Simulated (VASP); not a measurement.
Consider the following.

```yaml
crystal:
  lattice:
    - [0.00000, 2.43511, 2.43511]
    - [2.43511, 0.00000, 2.43511]
    - [2.43511, 2.43511, 0.00000]
  atoms:
    - { symbol: Y, position: [0.00000, 0.00000, 0.00000] }
    - { symbol: N, position: [0.50000, 0.50000, 0.50000] }
```

The numbers are results of PBE GGA with D3 dispersion (zero damping), VASP's PBE PAW potentials (set 64) (plane waves; VASP), not measurements. Run with 520 eV cut-off, Gaussian smearing of 0.050 eV, potentials Y_sv N.

Q: Give the energies of bands 6 to 11 at the high-symmetry points, in eV from the valence-band maximum.

A: 
| band | Γ | X | U | L | W |
|---|---|---|---|---|---|
| 6 | 0.00 | -1.48 | -2.20 | -4.11 | -2.17 |
| 7 | 0.00 | -0.38 | -1.57 | -2.28 | -1.53 |
| 8 | 0.00 | -0.38 | -1.32 | -2.28 | -1.53 |
| 9 | 3.16 | 0.17 | 2.46 | 5.76 | 4.03 |
| 10 | 3.16 | 6.92 | 6.32 | 6.44 | 4.03 |
| 11 | 3.16 | 7.34 | 7.12 | 6.44 | 7.41 |

The gap is indirect, 0.17 eV, from the valence maximum at Γ to the conduction minimum at X.

The compound is YN in the rock salt structure. It was relaxed first.
